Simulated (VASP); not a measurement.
Consider the following.

```
CELL_PARAMETERS angstrom
      1.80394    -3.12451     0.00000
      1.80394     3.12451     0.00000
      0.00000     0.00000     5.55626
ATOMIC_POSITIONS crystal
  Ho 0.33333 0.66667 0.25000
  Ho 0.66667 0.33333 0.75000
```

The numbers are results of PBE GGA, VASP's PBE PAW potentials (set 64) (plane waves; VASP), not measurements. Run with 480 eV cut-off, 12×12×6 Γ-centred mesh, first-order Methfessel-Paxton smearing of 0.10 eV, potentials Ho_3.

The 4f electrons are frozen in the core of the lanthanide potential, so 4f levels, which can set the real gap, and their magnetism are missing.

Q: The ions, cell shape and volume at an external pressure of 1.0 GPa are relaxed. Which structure does the run end with?

A: 
```
CELL_PARAMETERS angstrom
      1.79168    -3.10328     0.00000
      1.79168     3.10328     0.00000
      0.00000     0.00000     5.52540
ATOMIC_POSITIONS crystal
  Ho 0.33333 0.66667 0.25000
  Ho 0.66667 0.33333 0.75000
```
Space group P6_3/mmc (194), at a tolerance of 0.03 Å.

Q: How do energy and volume change from the first to the last step?

A: The energy (σ→0) changes by +2.0 meV/atom and the volume by -1.9 %, in 4 ionic steps.

The compound is Ho in the hcp structure. This run relaxes it under an external pressure of 1 GPa. Symmetry was kept, so distortions that lower it aren't found.
